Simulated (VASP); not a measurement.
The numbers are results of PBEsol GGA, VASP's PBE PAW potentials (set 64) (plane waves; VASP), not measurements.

Input for VASP

File POSCAR:
```
Ni3Fe
1.0
  3.4881407158   0.0000000000   0.0000000000
  0.0000000000   3.4881407158   0.0000000000
  0.0000000000   0.0000000000   3.4881407158
Fe Ni
1 3
Direct
  0.0000000000   0.0000000000   0.0000000000
  0.0000000000   0.5000000000   0.5000000000
  0.5000000000   0.0000000000   0.5000000000
  0.5000000000   0.5000000000   0.0000000000
```

**INCAR**
```
SYSTEM = Ni3Fe
PREC = Accurate; ENCUT = 400; LREAL = .False.
LASPH = .True.
EDIFF = 1E-6; NELM = 100; ALGO = Normal
LMAXMIX = 4
ISMEAR = 1; SIGMA = 0.1
GGA = PS
MAGMOM = 3.0 3*0.7
ISPIN = 2
IBRION = 2; NSW = 60; ISIF = 3
EDIFFG = -0.02
LWAVE = .False.; LCHARG = .False.; LORBIT = 10
```

**KPOINTS**
```
Automatic mesh
0
Gamma
8 8 8
0 0 0
```

POTCAR, in this order: Fe Ni (PBE.64 set). Program: vasp_std.

The resulting files:

File OSZICAR:
```
       N       E                     dE             d eps       ncg     rms          rms(c)
DAV:   1     0.217503915429E+03    0.21750E+03   -0.14433E+04  3760   0.170E+03
DAV:   2    -0.199452929089E+02   -0.23745E+03   -0.22792E+03  3648   0.336E+02
DAV:   3    -0.323751747623E+02   -0.12430E+02   -0.11787E+02  3748   0.107E+02
DAV:   4    -0.325312759989E+02   -0.15610E+00   -0.15581E+00  3938   0.127E+01
DAV:   5    -0.325359741513E+02   -0.46982E-02   -0.46978E-02  4986   0.179E+00    0.228E+01
DAV:   6    -0.286810593946E+02    0.38549E+01   -0.39934E+01  3774   0.976E+01    0.149E+01
DAV:   7    -0.299863337746E+02   -0.13053E+01   -0.11971E+01  4176   0.852E+01    0.215E+01
DAV:   8    -0.276548920439E+02    0.23314E+01   -0.91311E+00  4240   0.502E+01    0.457E+00
DAV:   9    -0.276725331802E+02   -0.17641E-01   -0.44442E-01  4298   0.906E+00    0.284E+00
DAV:  10    -0.276459784201E+02    0.26555E-01   -0.64813E-02  4392   0.652E+00    0.125E+00
DAV:  11    -0.276426105252E+02    0.33679E-02   -0.15210E-02  5600   0.145E+00    0.684E-01
DAV:  12    -0.276429304949E+02   -0.31997E-03   -0.20044E-03  4642   0.876E-01    0.239E-01
DAV:  13    -0.276429687533E+02   -0.38258E-04   -0.43978E-04  4948   0.323E-01    0.735E-02
DAV:  14    -0.276429732624E+02   -0.45091E-05   -0.82849E-05  4752   0.173E-01    0.382E-02
DAV:  15    -0.276429726623E+02    0.60005E-06   -0.14854E-05  5268   0.726E-02    0.955E-03
DAV:  16    -0.276429728290E+02   -0.16674E-06   -0.25866E-06  2246   0.340E-02
   1 F= -.27642973E+02 E0= -.27642859E+02  d E =-.276430E+02  mag=     4.6454
       N       E                     dE             d eps       ncg     rms          rms(c)
DAV:   1    -0.276828391196E+02   -0.39866E-01   -0.44575E-01  3654   0.955E+00    0.209E+00
DAV:   2    -0.278435365638E+02   -0.16070E+00   -0.81620E-01  4186   0.216E+01    0.644E+00
DAV:   3    -0.276464158340E+02    0.19712E+00   -0.48560E-01  4166   0.195E+01    0.119E+00
DAV:   4    -0.276432584909E+02    0.31573E-02   -0.26898E-02  4160   0.262E+00    0.327E-01
DAV:   5    -0.276429844567E+02    0.27403E-03   -0.23828E-03  4540   0.528E-01    0.129E-01
DAV:   6    -0.276427246189E+02    0.25984E-03   -0.21527E-04  4774   0.261E-01    0.426E-02
DAV:   7    -0.276427229581E+02    0.16608E-05   -0.33251E-05  4090   0.603E-02    0.253E-02
DAV:   8    -0.276427236508E+02   -0.69274E-06   -0.64207E-06  3912   0.545E-02
   2 F= -.27642724E+02 E0= -.27642600E+02  d E =0.249178E-03  mag=     4.6214
       N       E                     dE             d eps       ncg     rms          rms(c)
DAV:   1    -0.276557129062E+02   -0.12990E-01   -0.13854E-01  3646   0.536E+00    0.115E+00
DAV:   2    -0.277103233445E+02   -0.54610E-01   -0.30396E-01  4152   0.119E+01    0.429E+00
DAV:   3    -0.276446558485E+02    0.65667E-01   -0.21200E-01  4266   0.110E+01    0.682E-01
DAV:   4    -0.276436347262E+02    0.10211E-02   -0.81545E-03  4192   0.131E+00    0.254E-01
DAV:   5    -0.276434054753E+02    0.22925E-03   -0.67328E-04  5192   0.349E-01    0.103E-01
DAV:   6    -0.276432912410E+02    0.11423E-03   -0.13859E-04  5686   0.177E-01    0.304E-02
DAV:   7    -0.276432912417E+02   -0.65484E-09   -0.22970E-05  3920   0.725E-02    0.143E-02
DAV:   8    -0.276432924205E+02   -0.11789E-05   -0.13767E-06  2186   0.194E-02    0.623E-03
DAV:   9    -0.276432933488E+02   -0.92825E-06   -0.92085E-07  2024   0.132E-02
   3 F= -.27643293E+02 E0= -.27643174E+02  d E =-.320520E-03  mag=     4.6347
```

### OUTCAR
```
------------------------ aborting loop because EDIFF is reached ----------------------------------------
  FORCE on cell =-STRESS in cart. coord.  units (eV):
  Direction    XX          YY          ZZ          XY          YZ          ZX
  --------------------------------------------------------------------------------------
  Total       -0.0010706     -0.0010706     -0.0010706      0.0000000      0.0000000     -0.0000000
  in kB       -0.0405556     -0.0405556     -0.0405556      0.0000000      0.0000000     -0.0000000
  external PRESSURE =      -0.0405556 kB  Pullay stress =       0.0000000 kB
  volume of cell :       42.30
      direct lattice vectors                 reciprocal lattice vectors
     3.484176812 -0.000000000  0.000000000     0.287011841  0.000000000 -0.000000000
    -0.000000000  3.484176812 -0.000000000     0.000000000  0.287011841 -0.000000000
     0.000000000  0.000000000  3.484176812    -0.000000000  0.000000000  0.287011841
 POSITION                                       TOTAL-FORCE (eV/Angst)
 -----------------------------------------------------------------------------------
      0.00000      0.00000      0.00000        -0.000000     -0.000000      0.000000
     -0.00000      1.74209      1.74209         0.000000      0.000000      0.000000
      1.74209     -0.00000      1.74209        -0.000000      0.000000      0.000000
      1.74209      1.74209     -0.00000        -0.000000     -0.000000      0.000000
 -----------------------------------------------------------------------------------
    total drift:                                0.000000     -0.000000     -0.000000
  FREE ENERGIE OF THE ION-ELECTRON SYSTEM (eV)
  ---------------------------------------------------
  free  energy   TOTEN  =       -27.6432933488 eV

  energy  without entropy=      -27.6429353752  energy(sigma->0) =      -27.64317402

 total charge

# of ion       s       p       d       tot
------------------------------------------
    1        0.497   0.549   6.153   7.199
    2        0.529   0.562   8.344   9.434
    3        0.529   0.562   8.344   9.434
    4        0.529   0.562   8.344   9.434
--------------------------------------------------
tot          2.084   2.234  31.184  35.502

 magnetization (x)

# of ion       s       p       d       tot
------------------------------------------
    1        0.009   0.001   2.815   2.825
    2       -0.016  -0.043   0.659   0.601
    3       -0.016  -0.043   0.659   0.601
    4       -0.016  -0.043   0.659   0.601
--------------------------------------------------
tot         -0.038  -0.127   4.792   4.627

 reached required accuracy - stopping structural energy minimisation
```
(Selected blocks of OUTCAR.)

CONTCAR:
```
Ni3Fe
   1.00000000000000
     3.4841768123549302   -0.0000000000000000    0.0000000000000000
    -0.0000000000000000    3.4841768123549302   -0.0000000000000000
     0.0000000000000000    0.0000000000000000    3.4841768123549302
  Fe              Ni
     1     3
Direct
     0.0000000000000000    0.0000000000000000    0.0000000000000000
     0.0000000000000000    0.5000000000000000    0.5000000000000000
     0.5000000000000000    0.0000000000000000    0.5000000000000000
     0.5000000000000000    0.5000000000000000    0.0000000000000000
```

The compound is Ni3Fe in the L1_2 structure. This run relaxes it. Symmetry was kept, so distortions that lower it aren't found. The start is the result of an earlier pass.
